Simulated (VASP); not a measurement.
# WC (Qusongite): W into a neighbouring W vacancy, part 5 of 5

Aim: the barrier for one hop in WC (Qusongite): W into a neighbouring W vacancy. The start is a cell from a database of measured crystal structures.

VASP 6.6.1; PBE; plane waves and PAW (W, C).

So far. Step 3 (Relax the start): The run ended after 8 ionic steps, 0.801 eV below its first step, once the forces on the free atoms met EDIFFG = -0.05. Step 4 (Relax the end): The run ended after 8 ionic steps, 0.974 eV below its first step, once the forces on the free atoms met EDIFFG = -0.05.

### Step 5. Nudged elastic band (continued)

From OUTCAR (step 5):

```text
   NELECT =     114.0000    total number of electrons

  tangential force (eV/A)        -4.518705
  left and right image   0.534459  0.554775 A

  tangential force (eV/A)        -4.522704
  left and right image   0.537438  0.559538 A

 E-fermi :   7.4548

 k-point     1 :       0.0000    0.0000    0.0000
  band No.  band energies     occupation
    ...
     51       7.0757      2.00205
     52       7.1249      2.00798
     53       7.3629      1.85114
     54       7.4242      1.33717
     55       7.4255      1.32365
     56       7.6056     -0.05135
     57       7.6064     -0.05247
     58       7.9216     -0.00010
     59       8.1844     -0.00000
     60       8.1872     -0.00000
    ...

 POSITION                                       TOTAL-FORCE (eV/Angst)
 -----------------------------------------------------------------------------------
      5.83941     -0.00264      2.31676         0.000766      0.002873      4.021248
      2.91995      5.05622      5.67799         0.000740      0.002893      0.123718
      4.33875      2.50185      8.47130        -0.077455     -0.024112     -0.083428
      4.37553      2.52309      2.80940         0.103852      0.069864     -0.304782
     -1.45611      2.52949      5.65524        -0.018729     -0.006992     -0.185719
      2.91778      0.04833      8.47124         0.022223      0.081592     -0.082762
      2.91930      0.00469      2.80897         0.005341     -0.130639     -0.302512
      0.00015      5.05416      5.65521        -0.000632      0.002927     -0.171892
      1.50349      2.50569      8.47121         0.051670     -0.056013     -0.088223
      1.46519      2.52401      2.80933        -0.114662      0.069438     -0.306206
      1.45808      2.53025      5.65534         0.010721     -0.017624     -0.183307
      1.60026      0.92421      1.37908        -0.660132     -0.391921      0.103148
      1.48835      0.85894      4.25705        -0.288843     -0.168628     -0.486349
      1.49023      0.86254      7.03978         0.184550      0.086990     -0.163593
      0.00061      3.36982      1.36041         0.001204      0.000377     -0.374197
      0.00075      3.37082      4.23238        -0.000704     -0.003347     -0.151018
      0.00098      3.37210      7.13664        -0.001146     -0.009315     -0.238759
      4.23773      0.92135      1.37962         0.674732     -0.375439      0.096047
      4.34994      0.85843      4.25753         0.300374     -0.165374     -0.490415
      4.34818      0.86011      7.03975        -0.171754      0.106967     -0.162645
      2.92172      3.20404      1.38103        -0.009840      0.788767      0.091764
      2.92045      3.33665      4.25688        -0.000236      0.347441     -0.490808
      2.92172      3.33648      7.04061        -0.012041     -0.210725     -0.169310
 -----------------------------------------------------------------------------------
    total drift:                               -0.005669     -0.016585     -0.067228

  FREE ENERGIE OF THE ION-ELECTRON SYSTEM (eV)
  ---------------------------------------------------
  free  energy   TOTEN  =      -249.7980219296 eV

  energy  without entropy=     -249.7941736766  energy(sigma->0) =     -249.79673918

  tangential force (eV/A)        -4.521658
  left and right image   0.539832  0.561869 A

[... 6 parts as in an earlier step ...]

[... 8 further parts left out ...]
```

CONTCAR:

```
W11C12
   1.00000000000000
     5.8386497646000004    0.0000000000000000    0.0000000000000000
    -2.9193248822000002    5.0564190197999999    0.0000000000000000
     0.0000000000000000    0.0000000000000000    8.5360333817999994
  W               C
    11    12
Direct
     0.9998690615257464   -0.0005213776988973    0.2714096184476238
     1.0000872052195910    0.9999613130979400    0.6651784764888595
     0.9905024150706863    0.4947871550118765    0.9924158912353664
     0.9989009337170425    0.4989869651575257    0.3291221130611793
     0.0007342047061469    0.5002531391200572    0.6625137962625627
     0.5045147500884491    0.0095572283665763    0.9924088690815377
     0.5004595929560469    0.0009270939805273    0.3290714756873278
     0.4998020470819169    0.9995529107178733    0.6625104455311436
     0.5052792641396435    0.4955453883272307    0.9924057446695133
     0.5005325870250539    0.4991701693292289    0.3291142010671581
     0.4999307945905256    0.5004032735411906    0.6625258098333566
     0.3654702082614617    0.1827791517294039    0.1615595951431477
     0.3398487420132606    0.1698710892201428    0.4987151980734253
     0.3405266156329828    0.1705828908899922    0.8247128079267291
     0.3333271402352032    0.6664447727247178    0.1593723816109851
     0.3334487532592311    0.6666409410232705    0.4958245894905419
     0.3336163977955585    0.6668956005478095    0.8360600846301414
     0.8169137997955405    0.1822143186586155    0.1616225291416556
     0.8299107407728489    0.1697704187776903    0.4987719630595472
     0.8297745366447535    0.1701022064556005    0.8247095546708493
     0.8172393372220703    0.6336573146654296    0.1617879201648377
     0.8301340079939560    0.6598833574319771    0.4986957322820446
     0.8303348345197235    0.6598494875760696    0.8248108759082893
```

Images along the path:

```tsv
image	path (A)	energy (eV)	W1: x, y, z (Å)
0	0.000	0.0000	5.837, 0.001, 2.769
1	0.540	1.2501	5.839, -0.003, 2.317
2	1.102	3.2072	5.837, 0.000, 1.948
3	1.685	4.1515	5.840, 0.000, 1.419
4	2.270	3.2066	5.843, 0.001, 0.888
5	2.835	1.2515	5.840, 0.001, 0.520
6	3.377	-0.0008	5.843, 0.001, 0.067
```

Numbers from this step:

```yaml
electronic_cycles: 150
path_length: 3.377 Å
barrier: 4.152 eV
barrier_in_the_reverse_direction: 4.152 eV
barrier_from_a_spline_through_the_images: 4.151 eV
reaction_energy: -7.87e-4 eV
```

What the program prints for this run, and its count of cycles, belong to image 1; the force that counts for the threshold is the band's, across the path.

### Step 6. Results

```json
{"hop": "W into a neighbouring W vacancy", "barrier": "4.15 eV", "barrier in the reverse direction": "4.15 eV", "barrier from a spline through the images": "4.15 eV", "reaction energy": "-7.9e-4 eV", "path length": "3.38 Å"}
```

In words: The barrier is 4.15 eV forwards and 4.15 eV backwards. With an attempt frequency of 10¹³ per second, taken as a typical value, this barrier gives about 10^-57 hops a second at 300 K. Both ends are alike and an image sits at the midpoint, which is the saddle if the path is symmetric. The band met its force threshold after 22 steps. Cell and mesh are small and were not tested. The band started on a straight line, so other routes may lie lower.

[Lines on the potential files, build, host, timing and source positions are cut from VASP's logs without a mark.]

[Logs are printed without paths, hosts, clocks, repeated set-up lines and the standing remarks that a program may print on its own settings, such as how far it seeks lower states.]

[Hosts, paths, dates, database ids (printed as entryN), source tags and the programs' standing remarks are cut or masked in the printed files.]

[Runs that stopped without an error message from VASP are left out.]
